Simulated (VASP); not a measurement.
Input:

```
Pt
1.0
    0.00000     1.98923     1.98923
    1.98923     0.00000     1.98923
    1.98923     1.98923     0.00000
Pt
1
Cartesian
  0.00000   0.00000   0.00000
```

The numbers are results of optB88-vdW, VASP's PBE PAW potentials (set 64) (plane waves; VASP), not measurements. Numerical set-up: 520 eV cut-off, Gaussian smearing of 0.050 eV, potentials Pt.

Give the energies of bands 1 to 6 at the high-symmetry points, in eV from the Fermi level.

```json
[
 {"band": "1", "Γ": "-9.64", "X": "-6.54", "U": "-5.78", "L": "-6.82", "W": "-5.20"},
 {"band": "2", "Γ": "-3.50", "X": "-6.12", "U": "-5.03", "L": "-3.56", "W": "-4.18"},
 {"band": "3", "Γ": "-3.50", "X": "0.01", "U": "-2.58", "L": "-3.56", "W": "-4.18"},
 {"band": "4", "Γ": "-3.50", "X": "0.47", "U": "-1.20", "L": "-0.11", "W": "-1.83"},
 {"band": "5", "Γ": "-1.51", "X": "0.47", "U": "-0.14", "L": "0.05", "W": "0.47"},
 {"band": "6", "Γ": "-1.51", "X": "2.02", "U": "5.58", "L": "0.05", "W": "6.78"}
]
```

It has no gap at this level: it comes out as a metal or semimetal.

The compound is Pt in the fcc structure. It was relaxed first.
